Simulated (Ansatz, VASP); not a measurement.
# Ta3Sb in two plane-wave programs, part 2 of 2

Wanted: the spread between two codes on one cell, functional and k mesh. The cell is taken from a series of runs on this material, whose earlier steps may have relaxed, scaled, displaced or heated it; both programs get it as it stands.

VASP 6.6.1 and Ansatz 0.2.0.

So far: Starting point; VASP: relaxation of cell and atoms, LDA.

### Step 3. Ansatz: relaxation of cell and atoms, LDA

Level of this step: Ansatz beside VASP: Kohn-Sham DFT, plane waves, LDA (Ansatz).

Ansatz runs on its PAW soft_1 files.

The same cell, functional (in two slightly different forms), mesh and smearing now go to Ansatz, which takes its cutoff from its data sets.

The input, input.yaml:

```yaml
crystal:
  lattice:
    - [5.2004248979, 0.0, 0.0]
    - [0.0, 5.2004248979, 0.0]
    - [0.0, 0.0, 5.2004248979]
  atoms:
    - { symbol: Ta, position: [0.25, 0.0, 0.5] }
    - { symbol: Ta, position: [0.5, 0.75, 0.0] }
    - { symbol: Ta, position: [0.75, 0.0, 0.5] }
    - { symbol: Ta, position: [0.5, 0.25, 0.0] }
    - { symbol: Ta, position: [0.0, 0.5, 0.75] }
    - { symbol: Ta, position: [0.0, 0.5, 0.25] }
    - { symbol: Sb, position: [0.0, 0.0, 0.0] }
    - { symbol: Sb, position: [0.5, 0.5, 0.5] }
kpoints:
  mp_grid: { grid: [8, 8, 8] }
hamiltonian:
  xc: lda
  pseudopotentials: { kind: paw, azcp: { folder: soft_1 }, xc_functional: pbe }
scf:
  occupations: { method: fermi_dirac, width: 0.15 }
output:
  forces: true
  stress: true
  eigenvalues: true
relax:
  adjacent_minimum: "off"
  f_tol: 0.001
  max_steps: 60
  cell: { stress_tol: 0.01 }
```

Started as:

```sh
$ ansatz run input.yaml --threads 4 --pin off --max-ram 15360MiB --backend cpu --events-out ev --progress --plain --runs-dir out
```

Numbers of over 12 decimals in the logs are rounded to 6 here.

Log:

```text
band count auto-derived: 66 (N_el = 108.0; filled up to band 54; 65 by the electrons, moments and atoms)
Engine: ansatz 0.2.0, x86_64-unknown-linux-gnu
Pseudopotentials: kind: paw
Pseudopotential: Ta, paw, valence charge 13, recommended cutoff 420 eV (normal), soft_1/Ta.paw.azcp
Pseudopotential: Sb, paw, valence charge 15, recommended cutoff 420 eV (normal), soft_1/Sb.paw.azcp
Functional definition: SPW92
  exchange = slater_x
  correlation = pw_c
Crystal: 8 atoms, lattice volume = 140.642 Å³
Basis set: ecut = 420 eV, 2777 PW (Γ)
Bands: 66, of which v1, the nominal top of the filled ones, is band 54 counted from 1 (53 counted from 0)
Symmetry: 48 space group operations
Space group: Pm-3n (ITA 223), of the structure as read, at distance tolerance 5.2e-5 Å
k-points: 35 of 512
Non-local potential: Ta, projectors of the file, l = 0: 3, l = 1: 2, l = 2: 2, l = 3: 1
Non-local potential: Sb, projectors of the file, l = 0: 2, l = 1: 2, l = 2: 2, l = 3: 1
PAW form: soft (Blöchl's): semilocal exchange-correlation on the pseudo side does not see the compensation charge
PAW frozen core: Ta, regenerated for the run's functional, and the local potential with it (the file was generated under x = pbe(κ = 0.804, μ = 0.219515), c = pbe(β = 0.066725))
PAW frozen core: Sb, regenerated for the run's functional, and the local potential with it (the file was generated under x = pbe(κ = 0.804, μ = 0.219515), c = pbe(β = 0.066725))
PAW one-centre angular grid: Ta, 590 points (default); XC on 64 Gauss nodes
PAW one-centre angular grid: Sb, 590 points (default); XC on 64 Gauss nodes
Initial density: superposition of atomic densities (chi_scale 0.1, normalization cell, long waves kept (reshape's long-wave potential 0.00 eV rms))
Initial wavefunctions: pseudopotential atomic-orbital guess
Functional: x = slater, c = lda
SCF iter   1: F=—  HF=-70776.803518 eV  |F-HF|=—  |Δ(HF+E_count)|=         —  Δρ=5.75e-2  dr2=9.43e0  ethr=3.10e-3  ⟨swp⟩=5.8  Hψ=8674  notcnv=0
preconditioner: auto → Kerker (q_TF=auto, 2.611 Å⁻¹)  [metal: Δε(μ)=0.059 eV  Ē_g=5.956 eV  σ=0.150 eV  W_gap=0.10  n_scr=32 (ndim 8)  ℏωp=19.8 eV  f_vac=0.000  D(μ)=3.26/eV (n_scr^D=18)]
SCF iter   2: F=—  HF=-70774.536677 eV  |F-HF|=—  |Δ(HF+E_count)|=    2.27e0  Δρ=3.50e-2  dr2=3.53e0  ethr=3.10e-3  ⟨swp⟩=2.9  Hψ=4268  notcnv=0  defer=1
SCF iter   3: F=—  HF=-70773.288494 eV  |F-HF|=—  |Δ(HF+E_count)|=    1.25e0  Δρ=6.41e-3  dr2=1.24e-1  ethr=3.10e-3  ⟨swp⟩=3.0  Hψ=3625  notcnv=0  defer=1
SCF iter   4: F=—  HF=-70773.244260 eV  |F-HF|=—  |Δ(HF+E_count)|=   4.42e-2  Δρ=1.37e-3  dr2=1.80e-3  ethr=1.15e-4  ⟨swp⟩=2.1  Hψ=3788  notcnv=0
SCF iter   5: F=—  HF=-70773.243484 eV  |F-HF|=—  |Δ(HF+E_count)|=   7.76e-4  Δρ=1.83e-4  dr2=5.61e-5  ethr=1.67e-6  ⟨swp⟩=2.0  Hψ=3063  notcnv=0
[...]
SCF converged after 4 iterations
Free energy (F): -70773.243518 eV
Harris-Foulkes:  -70773.243518 eV  (|F-HF|=0.00e0)
Internal energy: -70772.968406 eV  (E = F + TS)
E sigma→0 (E₀):  -70773.105962 eV
Entropy (-TS):   -0.275112 eV (-34.389 meV/atom)
Fermi energy:    19.232065 eV
--- Per-component energies (eV) ---
  E_band       = -685.959122
  E_kinetic    = 2716.632553
  E_local      = -5481.952499  (includes V_loc(G=0)·N_el)
  E_nonlocal   = 758.222947
  E_hartree    = 2149.936834
  E_xc         = -2116.288145
  E_vxc        = -1598.021959  (∫ρ·V_xc dr)
  E_paw        = -57147.000614  (= ΣΔE_a)
  E_vpaw       = -1380.714682  (= ΣTr[D̂ρ^β])
  E_aug_tail   = 0.000874  (compensation charges beyond the density's cutoff)
  E_ewald      = -11655.191961
  E_core_change = 2.671604  (= ΣΔE_core)
  E_smearing   = -0.275112  (= −TS)
  E_closure    = -0.000000  (closes the sum)
  Σ components = -70773.243518   (vs F -70773.243518, Δ=0.00e0)
--- Forces (eV/Å), atoms counted from 1 ---
  atom   1  Ta     0.00000000    -0.00000000     0.00000000
  atom   2  Ta    -0.00000000     0.00000000     0.00000000
  atom   3  Ta    -0.00000000     0.00000000    -0.00000000
  atom   4  Ta     0.00000000    -0.00000000     0.00000000
  atom   5  Ta     0.00000000     0.00000000    -0.00000000
  atom   6  Ta     0.00000000     0.00000000     0.00000000
  atom   7  Sb     0.00000000    -0.00000000    -0.00000000
  atom   8  Sb    -0.00000000    -0.00000000    -0.00000000
  max |Σ_I F_I| component: 1.85e-17 eV/Å
--- Stress (GPa, compression-positive) ---
       -0.000621      -0.000000       0.000000
       -0.000000      -0.000621       0.000000
        0.000000       0.000000      -0.000621
  P = ⅓ Tr σ = -0.0006 GPa (-0.006 kbar)
--- Band table (eV; the first three rows and the last of 35) ---
  k-point 0: bands = [... 50 lower, 18.1175, 18.1175, 18.8822, 18.8822, 19.3949, 21.9307, 21.9307, 21.9307, ... 8 higher]
  k-point 1: bands = [... 50 lower, 18.1096, 18.1096, 18.9014, 18.9020, 19.6635, 21.4669, 21.8180, 21.8180, ... 8 higher]
  k-point 2: bands = [... 50 lower, 18.0100, 18.0762, 18.8398, 18.8624, 20.4403, 20.6236, 21.5737, 21.5737, ... 8 higher]
  k-point 34: bands = [... 50 lower, 18.8827, 18.8827, 18.9945, 18.9945, 18.9945, 18.9945, 18.9945, 18.9945, ... 8 higher]
--- Relaxed structure (3 steps of the walk, 2 accepted, 1 SCFs on fresh bases) ---
  F+E_penalty+E_count = -70773.24351831 eV   max|allowed force component| = 2.082e-17 eV/Å   (the final SCF, on the basis selected at the relaxed cell)
  cell:  # Å, volume = 140.7468 Å³
    - [5.201711, 0, 0.0]
    - [0, 5.201711, 0.0]
    - [0.0, 0.0, 5.201711]
  atoms:
    - { symbol: Ta, position: [0.25, 0, 0.5] }
    - { symbol: Ta, position: [0.5, 0.750000, 0] }
    - { symbol: Ta, position: [0.750000, 0, 0.5] }
    - { symbol: Ta, position: [0.5, 0.25, 0] }
    - { symbol: Ta, position: [0, 0.5, 0.750000] }
    - { symbol: Ta, position: [0, 0.5, 0.25] }
    - { symbol: Sb, position: [0, 0, 0] }
    - { symbol: Sb, position: [0.5, 0.5, 0.5] }
```

The column dr2 measures how far the density is from self-consistency, as an energy; F and HF (Harris–Foulkes) agree once it is small.

### Step 4. Differences

Known differences besides the potentials themselves: the data sets hold 108 valence electrons in Ansatz (on its PAW soft_1 files) and 76 in VASP; the cutoff is 420 eV in Ansatz and 500 eV in VASP; VASP's log shows a relativistic correction to its local exchange, Ansatz's none. Total energies have different zeros and are not compared.

Both answers:

| quantity | Ansatz | VASP | difference |
| --- | --- | --- | --- |
| volume (Å³) | 140.75 | 141.30 | -0.39 % |
| edge a after relaxation, in the typed setting (Å) | 5.202 | 5.208 | -0.13 % |

### Step 5. Outcome

| Item | Value |
| --- | --- |
| difference in volume (relaxation of cell and atoms, LDA) | -0.39 % |

The difference in volume is -0.39 % (relaxation of cell and atoms, LDA), within the 1.2 % picked in this series as the mark of a large difference, as far as the stopping tolerances let one tell. The data sets hold unlike numbers of valence electrons (108 in Ansatz and 76 in VASP), so part of the differences comes from the potentials. How closely two codes agree says nothing of how well the functional describes the real material.

[Lines on the potential files, build, host, timing and source positions are cut from VASP's logs without a mark.]

[Logs are printed without paths, hosts, clocks, repeated set-up lines and the standing remarks that a program may print on its own settings, such as how far it seeks lower states.]

[Hosts, paths, dates, database ids (printed as entryN), source tags and the programs' standing remarks are cut or masked in the printed files.]
